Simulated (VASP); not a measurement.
Consider the following.

```
CELL_PARAMETERS angstrom
      4.00068     0.00000     0.00000
      0.00000     4.00068     0.00000
      0.00000     0.00000     5.31559
ATOMIC_POSITIONS crystal
  Pb 0.50000 0.00000 0.77742
  Pb 0.00000 0.50000 0.22258
  O  0.50000 0.50000 0.00000
  O  0.00000 0.00000 0.00000
```

Computed with AM05 GGA, VASP's PBE PAW potentials (set 64) (plane waves; VASP). Settings: 520 eV cut-off, Gaussian smearing of 0.050 eV, potentials Pb_d O.

Without a dispersion term in the relaxation, distances and binding between the weakly bound layers, chains or molecules are unreliable, and so is what depends on them. Unless said otherwise, spin-orbit coupling is left out, though it shifts the bands of the heavy elements here.

**Question.** Give the energies of bands 14 to 23 at the high-symmetry points, in eV from the valence-band maximum.

**Answer.** 
```
band      Γ      X      M      Z      R      A
----  -----  -----  -----  -----  -----  -----
14    -6.33  -7.19  -8.21  -4.66  -7.25  -8.16
15    -4.19  -3.15  -3.40  -4.09  -3.50  -3.69
16    -4.19  -3.15  -3.40  -4.09  -3.50  -3.69
17    -1.64  -2.95  -1.65  -1.66  -2.93  -2.03
18    -1.62  -2.95  -1.65  -1.64  -2.93  -2.03
19    -1.62  -1.51  -0.99  -1.64  -0.97  -0.99
20    -0.01  -1.51  -0.99  -0.89  -0.97  -0.99
21     2.08   3.24   1.56   1.83   2.97   3.63
22     4.84   3.24   1.56   4.34   2.97   3.63
23     5.91   6.09   5.28   4.34   6.47   4.29
```

The gap is indirect, 1.56 eV, from the valence maximum at M-Γ at 0.89 to the conduction minimum at M.

The compound is PbO in the litharge structure. It was relaxed first, which changed the volume by +7 %.
